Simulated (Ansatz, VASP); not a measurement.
# Two plane-wave programs on Si

INCAR

```
SYSTEM = Si
  ALGO = Normal
  EDIFF = 1E-6
  ENCUT = 520
  GGA = CA
  ISIF = 2
  ISMEAR = 0
  LASPH = .True.
  LCHARG = .False.
  LREAL = .False.
  LWAVE = .False.
  NBANDS = 16
  NELM = 80
  PREC = Accurate
  SIGMA = 0.03
```

Contents of KPOINTS:

```
k-points
0
Gamma
  12 12 6
  0 0 0
```

The input POSCAR:

```
Si
1.0
    3.8313174605      0.0000000000      0.0000000000
   -1.9156587303      3.3180182508      0.0000000000
    0.0000000000      0.0000000000      6.3326220002
Si
4
Direct
    0.3333333333      0.6666666667      0.1103832419
    0.6666666667      0.3333333333      0.5630095000
    0.3333333333      0.6666666667      0.4369905000
    0.6666666667      0.3333333333      0.9369905000
```

Input for Ansatz:

```yaml
crystal:
  lattice:
    - [3.8313174605, 0.0, 0.0]
    - [-1.9156587303, 3.3180182508, 0.0]
    - [0.0, 0.0, 6.3326220002]
  atoms:
    - { symbol: Si, position: [0.3333333333, 0.6666666667, 0.1103832419] }
    - { symbol: Si, position: [0.6666666667, 0.3333333333, 0.5630095] }
    - { symbol: Si, position: [0.3333333333, 0.6666666667, 0.4369905] }
    - { symbol: Si, position: [0.6666666667, 0.3333333333, 0.9369905] }
basis:
  ecutwfc: 420
kpoints:
  mp_grid: { grid: [12, 12, 6] }
hamiltonian:
  xc: lda
scf:
  occupations: { method: gaussian, width: 0.03 }
output:
  forces: true
  stress: true
  eigenvalues: true
```

Alike in both runs: task single point; functional LDA; k mesh 12 × 12 × 6; occupations gaussian, width 0.03 eV; no spin polarisation.

```csv
,VASP,Ansatz
version,VASP 6.6.1,Ansatz 0.2.0
potentials or method,"VASP PAW LDA potentials, release 64 (Si)","scalar-relativistic, plane waves, PAW"
plane-wave cutoff (eV),520,420
valence electrons in the cell,16,16
```

|  | VASP | Ansatz | Ansatz less VASP |
| --- | --- | --- | --- |
| gap on the k mesh at the Fermi level (eV) | none | none | - |
| pressure (GPa) | 0.3 | 0.2 | -0.03 |
| largest component of the traceless stress (GPa) | 9.57 | 9.57 | +0.004 |
| rms of the force components (eV/Å) | 2.192 | 2.193 | +0.0015 |

Atom by atom the forces differ by 0.003 eV/Å (rms over components). A gap of «none» marks a metal or a gap that the smearing closes.

Caveats: forces of over 1 eV/Å show positions far from the minimum, so gaps and moduli don't describe the material at rest.
